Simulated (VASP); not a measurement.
Given:

```xyz
4
Lattice="-2.0344 2.0344 4.0205 2.0344 -2.0344 4.0205 2.0344 2.0344 -4.0205" Properties=species:S:1:pos:R:3 pbc="T T T"
Ag     0.0000     2.0344     2.0102
Ag     2.0344     0.0000     2.0102
Ag     0.0000     0.0000     4.0205
Pd     0.0000     0.0000     0.0000
```

The numbers are results of LDA (Ceperley-Alder, Perdew-Zunger), VASP's LDA PAW potentials (set 64) (plane waves; VASP), not measurements. Numerical set-up: 300 eV cut-off, 9×9×9 Γ-centred mesh, Fermi-Dirac smearing of 0.14 eV, potentials Ag Pd.

At this cut-off the stress carries a Pulay error, which pulls relaxed volumes low.

Task: What does the run give for the energy per atom (σ→0), pressure, band gap (on the k-mesh) with the smallest direct gap where there is one?

Result: 
The band gap (on the k-mesh) is none (metal, semimetal or under 0.01 eV) and the energy per atom (σ→0) comes out as -4.485 eV/atom. The pressure is -9.34 GPa.

The absolute energy has meaning only against runs of the same code, potentials and settings.

The structure comes from a computed database's Ag3Pd entry; how it stands against other phases isn't given here. The cell was not relaxed at this level. The electron count is odd and the run is not spin-polarised, which forces a metal.
